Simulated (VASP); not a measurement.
A convergence study with VASP on SnO2 (rutile): one setting is varied, all else stays as given below, so the limit is that of these other settings.

```
SnO2
1.0
    4.74000     0.00000     0.00000
    0.00000     4.74000     0.00000
    0.00000     0.00000     3.19000
Sn O
2 4
Direct
  0.00000   0.00000   0.00000
  0.50000   0.50000   0.50000
  0.30700   0.30700   0.00000
  0.80700   0.19300   0.50000
  0.19300   0.80700   0.50000
  0.69300   0.69300   0.00000
```

These are LDA (Ceperley-Alder, Perdew-Zunger), VASP's LDA PAW potentials (set 64) (plane waves; VASP) values and carry that method's errors. The tightest run used: 700 eV cut-off, 8×8×12 Monkhorst-Pack mesh, Gaussian smearing of 0.050 eV, potentials Sn_d O.

```csv
setting,E (eV/atom),pressure (GPa),largest force (eV/Å),irreducible k-points
1×1×1 mesh,-5.4308,1.05,0.478,1
1×1×2 mesh,-7.1822,-3.05,0.029,1
2×2×3 mesh,-7.0459,-0.22,0.216,2
```

These are the cheaper rows. Estimate the results at 8×8×12 mesh, and how far the last row shown lies from them.

| quantity | tightest run | last row shown is off by |
|---|---|---|
| E (eV/atom) | -7.0508 | 0.0048 |
| pressure (GPa) | -0.39 | 0.17 |
| largest force (eV/Å) | 0.153 | 0.062 |

Left out are rungs that failed or repeat a setting and relaxations that didn't move; long series are thinned to 24 rows.

The compound is SnO2 in the rutile structure. The cell was not relaxed at this level, forces remain on its atoms.
